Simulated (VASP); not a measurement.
Energy against volume of Sn (beta). Level of theory: LDA (Ceperley-Alder, Perdew-Zunger), VASP's LDA PAW potentials (set 64) (plane waves; VASP). Numerical set-up: 520 eV cut-off, 13×13×13 Γ-centred mesh, first-order Methfessel-Paxton smearing of 0.10 eV, potentials Sn_d.

Shape and ions are relaxed at each volume.

```tsv
V (Å³/atom)	E (eV/atom)
24.560	-4.46981
25.343	-4.48601
26.127	-4.49151
26.911	-4.48796
```

**Question.** Fit these four points and predict the energy of the run at 27.695 Å³/atom.

**Answer.** A cubic in V^(−2/3), the third-order Birch-Murnaghan form, passes through the four points with V0 = 26.19 Å³/atom and B0 = 61 GPa, and gives -4.4768 eV/atom there. The run gave -4.4768 eV/atom, -0.0 meV/atom from the fit; all five points give B0 = 61 GPa.

The compound is Sn in the beta structure. It was relaxed first.
